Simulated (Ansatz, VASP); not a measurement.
# Two plane-wave programs on Ta3Se

INCAR

```
SYSTEM = Ta3Se
PREC = Accurate
ENCUT = 600
EDIFF = 1E-7
ISMEAR = 0
SIGMA = 0.1
LREAL = .FALSE.
LASPH = .TRUE.
NELM = 60
ALGO = Normal
ISIF = 3
LWAVE = .FALSE.
LCHARG = .FALSE.
GGA = PE
IBRION = 2
NSW = 90
EDIFFG = -0.04
```

Contents of KPOINTS:

```
regular mesh
0
G
  4 4 4
  0 0 0
```

The input POSCAR:

```
Ta3Se
1.0
    4.2065398911      0.0000000000      0.0000000000
    0.0000000000      4.2065398911      0.0000000000
    0.0000000000      0.0000000000      4.2065398911
Ta Se
3 1
Direct
    0.0000000000      0.5000000000      0.5000000000
    0.5000000000      0.0000000000      0.5000000000
    0.5000000000      0.5000000000      0.0000000000
    0.0000000000      0.0000000000      0.0000000000
```

Input for Ansatz:

```yaml
crystal:
  lattice:
    - [4.2065398911, 0.0, 0.0]
    - [0.0, 4.2065398911, 0.0]
    - [0.0, 0.0, 4.2065398911]
  atoms:
    - { symbol: Ta, position: [0.0, 0.5, 0.5] }
    - { symbol: Ta, position: [0.5, 0.0, 0.5] }
    - { symbol: Ta, position: [0.5, 0.5, 0.0] }
    - { symbol: Se, position: [0.0, 0.0, 0.0] }
basis:
  ecutwfc: 420
kpoints:
  mp_grid: { grid: [4, 4, 4] }
hamiltonian:
  xc: pbe
scf:
  occupations: { method: gaussian, width: 0.1 }
  lower_state_search: "off"
output:
  forces: true
  stress: true
  eigenvalues: true
relax:
  adjacent_minimum: "off"
  f_tol: 0.04
  max_steps: 70
  cell: { stress_tol: 0.4 }
```

Alike in both runs: task relaxation of cell and atoms; functional PBE; k mesh 4 × 4 × 4; occupations gaussian, width 0.1 eV; no spin polarisation.

```csv
,VASP,Ansatz
version,VASP 6.6.1,Ansatz 0.2.0
potentials or method,"VASP PAW PBE potentials, release 64 (Ta_pv, Se)","scalar-relativistic, plane waves, PAW"
plane-wave cutoff (eV),600,420
valence electrons in the cell,39,55
```

```tsv
	VASP	Ansatz	Ansatz less VASP
gap on the k mesh at the Fermi level, each at its own relaxed structure (eV)	none	none	-
relaxed volume (Å³/atom)	17.72	17.71	-0.015
relaxed cell length with the largest relative difference (Å)	4.139	4.138	-0.0012
energy change over the relaxation (meV/atom)	-19	-20	-0.8
```

A gap of «none» marks a metal or a gap that the smearing closes. The two sets of potentials don't hold the same shells in valence.

Caveats: the k mesh is coarse (spacing up to 0.37 Å⁻¹), so the values aren't converged. Spin-orbit coupling is left out, which matters for the levels of Ta.
